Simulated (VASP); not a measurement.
Input of a VASP 6.6.1 run:

The input INCAR:

```
PREC = Accurate ; ENCUT = 900
EDIFF = 1E-6 ; ISMEAR = -1
SIGMA = 0.05 ; LREAL = False
LASPH = True ; NELM = 60
ALGO = Fast ; ISIF = 3
LWAVE = False ; LCHARG = False
GGA = PE ; IBRION = 2
NSW = 40 ; EDIFFG = -0.005
```

The input KPOINTS:

```
regular mesh
0
Gamma
  8 8 7
```

File POSCAR:

```
HfGe
1.0
    3.2196660000      0.0000000000      0.0000000000
    0.0000000000      3.2196660000      0.0000000000
    0.0000000000      0.0000000000      4.1084277000
Hf Ge
1 1
Direct
    0.5000000000      0.5000000000      0.0000000000
    0.0000000000      0.0000000000      0.0000000000
```

Potentials or basis: VASP PAW PBE potentials, release 64 (Hf_pv, Ge_d).

Run with:

```bash
$ cat potpaw_PBE.64/Hf_pv/POTCAR potpaw_PBE.64/Ge_d/POTCAR > POTCAR
$ mpirun -np 1 vasp_std > vasp.out
```

Q: Estimate the relaxed cell.

A: a = 3.819 Å, b = 3.819 Å, c = 3.066 Å, α = 90.00°, β = 90.00°, γ = 90.00°.

Q: Estimate the relaxed volume.

A: 22.36 Å³/atom.

Q: Predict the band gap on the k mesh.

A: None (metal or under the smearing width).

Q: Predict the space group after relaxing (to 0.05 Å).

A: P4/mmm (No. 123).

The path:
| step | energy change (eV) | largest force (eV/Å) | pressure (GPa) | volume (Å³) |
| --- | --- | --- | --- | --- |
| 1 | 0.0000 | 0.0000 | 61.34 | 42.59 |
| 2 | 4.2975 | 0.0000 | -1.84 | 107.25 |
| 3 | 0.5075 | 0.0000 | -12.37 | 97.37 |
| 4 | -1.2853 | 0.0000 | -14.22 | 81.02 |
| 5 | -3.0913 | 0.0000 | -5.96 | 60.30 |
| 6 | -3.1693 | 0.0000 | 1.13 | 55.85 |
| 7 | -3.1992 | 0.0000 | -2.39 | 57.78 |
| 8 | -3.1993 | 0.0000 | -1.90 | 57.46 |
| 9 | -3.3131 | 0.0000 | -1.94 | 55.05 |
| 10 | -3.7993 | 0.0000 | -0.62 | 47.72 |
| 11 | -0.8647 | 0.0000 | 54.00 | 32.61 |
| 12 | -3.8809 | 0.0000 | 0.11 | 46.22 |
| 13 | -3.9185 | 0.0000 | 4.15 | 42.39 |
| 14 | -3.9425 | 0.0000 | 2.29 | 43.98 |
| 15 | -3.9432 | 0.0000 | 2.70 | 43.71 |
| 16 | -3.8419 | 0.0000 | -3.77 | 45.77 |
| 17 | -3.9519 | 0.0000 | 1.10 | 44.15 |
| 18 | -3.9519 | 0.0000 | 0.86 | 44.17 |
| 19 | -3.9519 | 0.0000 | 0.89 | 44.16 |
| 20 | -3.9530 | 0.0000 | -0.48 | 45.11 |
| 21 | -3.9540 | 0.0000 | 0.07 | 44.71 |
| 22 | -3.9540 | 0.0000 | -0.17 | 44.75 |
| 23 | -3.9540 | 0.0000 | 0.15 | 44.73 |
| 24 | -3.9540 | 0.0000 | -0.10 | 44.74 |
| 25 | -3.9540 | 0.0000 | 0.20 | 44.62 |
| 26 | -3.9540 | 0.0000 | 0.37 | 44.71 |
| 27 | -3.9540 | 0.0000 | -0.07 | 44.73 |
| 28 | -3.9540 | 0.0000 | 0.08 | 44.72 |
| 29 | -3.9540 | 0.0000 | -0.05 | 44.73 |
| 30 | -3.9540 | 0.0000 | -0.04 | 44.72 |
| 31 | -3.9540 | 0.0000 | 0.00 | 44.72 |

The run has no spin-orbit coupling, so splittings on Hf are missing.
